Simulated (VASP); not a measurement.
Here is the system:

```yaml
crystal:
  lattice:
    - [1.52000, -4.80642, 0.00000]
    - [1.52000, 4.80642, 0.00000]
    - [0.00000, 0.00000, 4.01495]
  atoms:
    - { symbol: Cl, position: [0.39832, 0.60168, 0.58056] }
    - { symbol: Cl, position: [0.60168, 0.39832, 0.41944] }
    - { symbol: Cl, position: [0.89832, 0.10168, 0.91944] }
    - { symbol: Cl, position: [0.10168, 0.89832, 0.08056] }
```

All values below come from PBE GGA, VASP's PBE PAW potentials (set 64) (plane waves; VASP). Run with 400 eV cut-off, 7×7×5 Γ-centred mesh, second-order Methfessel-Paxton smearing of 0.20 eV, potentials Cl.

Problem. What does the run give for the energy per atom (σ→0), pressure, largest force, band gap (on the k-mesh) with the smallest direct gap where there is one?

Solution. 
The band gap (on the k-mesh) comes out as none (metal, semimetal or under 0.01 eV) and the energy per atom (σ→0) is 131.0 kJ/mol of atoms. The pressure is 765.8 kbar and the largest force comes out as 7.590 eV/Å.

The structure was generated: Cl was put into the black-P type (Cmce), which need not be its known phase. The cell was not relaxed at this level. The k-mesh is coarse (spacing up to 0.31 per Å, 2π included), so the numbers may not be converged in it. The run is one of a series of settings (ISMEAR = 2, SIGMA = 0.2 against the base run), some of them coarse on purpose.
